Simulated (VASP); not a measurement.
Input of a VASP 6.6.1 run:

Contents of INCAR:

```
SYSTEM = GaCl3
ALGO = Normal
EDIFF = 1E-6
ENCUT = 520
GGA = PE
ISIF = 2
ISMEAR = 0
IVDW = 2
LASPH = .TRUE.
LCHARG = .FALSE.
LORBIT = 11
LREAL = .FALSE.
LWAVE = .FALSE.
NELM = 100
PREC = Accurate
SIGMA = 0.01
```

Contents of KPOINTS:

```
k-points
0
G
  1 1 1
  0 0 0
```

POSCAR

```
GaCl3
1.0
   11.0000000000      0.0000000000      0.0000000000
    0.0000000000     13.0000000000      0.0000000000
    0.0000000000      0.0000000000     13.0000000000
Cl Ga
3 1
Direct
    0.5739727300      0.5462115400      0.6202538500
    0.4869727300      0.3641807700      0.4187846200
    0.4283909100      0.6390500000      0.3849769200
    0.4964363600      0.5164807700      0.4746692300
```

Potentials or basis: VASP PAW PBE potentials, release 64 (Cl, Ga_d).

The run is started by

```console
$ cat potpaw_PBE.64/Cl/POTCAR potpaw_PBE.64/Ga_d/POTCAR > POTCAR
$ mpirun -np 1 vasp_gam > vasp.out
```

Problem. Predict the Hirshfeld charges.

Solution. Cl -0.15; Ga +0.44 e.

Problem. Estimate the dispersion energy per atom.

Solution. -0.009 eV.

Problem. What does it give for the largest force?

Solution. 0.157 eV/Å.

Problem. Estimate the gap between the frontier levels.

Solution. 4.92 eV.

Forces on the atoms (eV/Å):
```
Cl   0.064  0.029  0.140
Cl  -0.008 -0.146 -0.054
Cl  -0.056  0.118 -0.086
Ga   0.001  0.000 -0.001
```

A hybrid or GW would open this gap; PBE tends to underestimate it.
